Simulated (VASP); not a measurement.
NGeH3, in a box:

```
CELL_PARAMETERS angstrom
11.00000 0.00000 0.00000
0.00000 13.00000 0.00000
0.00000 0.00000 10.00000
ATOMIC_POSITIONS crystal
N 0.49336 0.44394 0.51544
Ge 0.59090 0.55591 0.53168
H 0.51743 0.37472 0.55223
H 0.41146 0.44256 0.47045
H 0.49644 0.62851 0.45457
```

Base run:

* Program: VASP 6.6.1
* Functional: PBE
* Potentials or basis: VASP PAW PBE potentials, release 64 (N, Ge_d, H)
* Cutoff: 520 eV
* k mesh: 1 × 1 × 1
* Occupations: gaussian, width 0.01 eV
* Spin: no spin polarisation

Its results: gap between the frontier levels 3.08 eV; largest force 0.414 eV/Å.

After a change of settings the same cell gave: gap between the frontier levels 4.20 eV; largest force 0.166 eV/Å. Which change was it?
A. further incar settings from ALGO = Normal; EDIFF = 1e-07; NBANDS = 19 to ALGO = Normal; EDIFF = 1e-06; dispersion from none to TS
B. functional from PBE to HSE06; dispersion from none to TS
C. further incar settings from ALGO = Normal; EDIFF = 1e-07; NBANDS = 19 to ALGO = Normal; EDIFF = 1e-06

B.

Caveats: the PAW data sets were made with another functional, which shifts forces and pressure a little (some runs).
